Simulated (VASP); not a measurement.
# Fe: vibrations by finite differences with PBE

Fe:

```
Fe
1.0
    -1.37822    1.37822    1.37822
     1.37822   -1.37822    1.37822
     1.37822    1.37822   -1.37822
Fe
1
Direct
  0.00000 0.00000 0.00000
```

```
Program             : VASP 6.6.1
Task                : vibrations by finite differences
Functional          : PBE
Potentials or basis : VASP PAW PBE potentials, release 64 (Fe)
Cutoff              : 520 eV
k mesh              : 20 × 20 × 20
Occupations         : gaussian, width 0.1 eV
Spin                : no spin polarisation
```

* Elastic constants C11, C12, C44: 83, 361, 175 GPa
* Voigt bulk modulus: 268 GPa

Elastic tensor in Voigt notation (GPa, in the Cartesian axes of the cell as first typed):
```
 83 361 361   0   0   0
361  83 361   0   0   0
361 361  83   0   0   0
  0   0   0 175   0   0
  0   0   0   0 175   0
  0   0   0   0   0 175
```

Clamped-ion elastic tensor (GPa):
```
 83 361 361   0   0   0
361  83 361   0   0   0
361 361  83   0   0   0
  0   0   0 175   0   0
  0   0   0   0 175   0
  0   0   0   0   0 175
```

It took 15 min on 1 thread of Intel(R) Xeon(R) Platinum 8259CL CPU @ 2.50GHz (Skylake/Cascade Lake), with other jobs on the host, peak memory 0.55 GiB.

Caveat: the elastic tensor has a negative eigenvalue, so either the cell is unstable as it stands or the mesh is too thin; the run has no spin polarisation, though such a crystal can be magnetic. Spin polarisation is off, so any magnetic state and its effect on volume and gap are missing.
